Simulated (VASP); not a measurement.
Method: MS2 meta-GGA, VASP's PBE PAW potentials (set 64) (plane waves; VASP).

VASP input:

INCAR:
```
SYSTEM = BP
PREC = Accurate
ENCUT = 520
EDIFF = 1E-7
NELM = 100
ALGO = Normal
LREAL = .FALSE.
LASPH = .TRUE.
ISMEAR = 0
SIGMA = 0.05
METAGGA = MS2
LMIXTAU = .TRUE.
LWAVE = .FALSE.
LCHARG = .FALSE.
ISIF = 2
```

**KPOINTS**
```
Automatic mesh
0
Gamma
10 10 10
0 0 0
```

**POSCAR**
```
BP
1
    0.0000000000     2.2144379910     2.2144379910
    2.2144379910     0.0000000000     2.2144379910
    2.2144379910     2.2144379910     0.0000000000
B P
1 1
Direct
  0.0000000000   0.0000000000   0.0000000000
  0.2500000000   0.2500000000   0.2500000000
```

POTCAR, in this order: B P (PBE.64 set). Program: vasp_std.

Output

### OSZICAR
```
       N       E                     dE             d eps       ncg     rms          rms(c)
DAV:   1    -0.650834838915E+01   -0.65083E+01   -0.40042E+03   760   0.865E+02
DAV:   2    -0.276519429528E+02   -0.21144E+02   -0.20393E+02  1120   0.106E+02
DAV:   3    -0.278343635159E+02   -0.18242E+00   -0.18242E+00   896   0.131E+01
DAV:   4    -0.278345832199E+02   -0.21970E-03   -0.21970E-03  1168   0.477E-01
DAV:   5    -0.278345833229E+02   -0.10302E-06   -0.10302E-06   880   0.707E-03    0.105E+01
DAV:   6    -0.188522088647E+02    0.89824E+01   -0.28769E+00   768   0.129E+01    0.445E+00
DAV:   7    -0.173565308054E+02    0.14957E+01   -0.88390E-01  1048   0.102E+01    0.211E+00
DAV:   8    -0.190317930255E+02   -0.16753E+01   -0.73236E-01   832   0.970E+00    0.641E-01
DAV:   9    -0.176342590713E+02    0.13975E+01   -0.59191E-01   760   0.967E+00    0.313E-01
DAV:  10    -0.190882907893E+02   -0.14540E+01   -0.53076E-01   760   0.893E+00    0.990E-02
DAV:  11    -0.190923870334E+02   -0.40962E-02   -0.10725E-02  1112   0.147E+00    0.102E-01
DAV:  12    -0.190924283131E+02   -0.41280E-04   -0.36043E-05   832   0.687E-02    0.112E-01
DAV:  13    -0.190925278436E+02   -0.99530E-04   -0.16744E-04  1056   0.134E-01    0.191E-01
DAV:  14    -0.190925931417E+02   -0.65298E-04   -0.25006E-04   808   0.154E-01    0.226E-01
DAV:  15    -0.190925249384E+02    0.68203E-04   -0.77054E-05   760   0.122E-01    0.232E-01
DAV:  16    -0.190925716685E+02   -0.46730E-04   -0.53933E-05   768   0.111E-01    0.203E-01
DAV:  17    -0.190925630883E+02    0.85801E-05   -0.31907E-06   848   0.273E-02    0.197E-01
DAV:  18    -0.190925602668E+02    0.28215E-05   -0.78720E-07   896   0.150E-02    0.175E-01
DAV:  19    -0.190925555698E+02    0.46970E-05   -0.18855E-06   928   0.141E-02    0.149E-01
DAV:  20    -0.190925600641E+02   -0.44943E-05   -0.42659E-07   784   0.813E-03    0.121E-01
DAV:  21    -0.190925595452E+02    0.51892E-06   -0.50621E-06  1000   0.206E-02    0.608E-02
DAV:  22    -0.190925620597E+02   -0.25145E-05   -0.10522E-06   856   0.109E-02    0.283E-02
DAV:  23    -0.190925645282E+02   -0.24685E-05   -0.30887E-07   864   0.677E-03    0.108E-02
DAV:  24    -0.190925646734E+02   -0.14518E-06   -0.47121E-08   376   0.317E-03    0.708E-03
DAV:  25    -0.190925660477E+02   -0.13743E-05   -0.41149E-08   376   0.292E-03    0.137E-03
DAV:  26    -0.190925663101E+02   -0.26234E-06   -0.75940E-09   376   0.104E-03    0.267E-04
DAV:  27    -0.190925663984E+02   -0.88383E-07   -0.55707E-10   376   0.331E-04
   1 F= -.19092566E+02 E0= -.19092566E+02  d E =-.531127E-11
```

### OUTCAR
```
------------------------ aborting loop because EDIFF is reached ----------------------------------------
  FORCE on cell =-STRESS in cart. coord.  units (eV):
  Direction    XX          YY          ZZ          XY          YZ          ZX
  --------------------------------------------------------------------------------------
  Total        1.6595126      1.6595126      1.6595126      0.0000000      0.0000000     -0.0000000
  in kB      122.4251271    122.4251271    122.4251271      0.0000000      0.0000000     -0.0000000
  external PRESSURE =     122.4251271 kB  Pullay stress =       0.0000000 kB
  volume of cell :       21.72
      direct lattice vectors                 reciprocal lattice vectors
     0.000000000  2.214437991  2.214437991    -0.225790924  0.225790924  0.225790924
     2.214437991  0.000000000  2.214437991     0.225790924 -0.225790924  0.225790924
     2.214437991  2.214437991  0.000000000     0.225790924  0.225790924 -0.225790924
  FREE ENERGIE OF THE ION-ELECTRON SYSTEM (eV)
  ---------------------------------------------------
  free  energy   TOTEN  =       -19.0925663984 eV

  energy  without entropy=      -19.0925663984  energy(sigma->0) =      -19.09256640
```
(Selected blocks of OUTCAR.)

The compound is BP in the zinc blende structure. This cell is one point of a volume scan, at 0.94 of the reference volume.
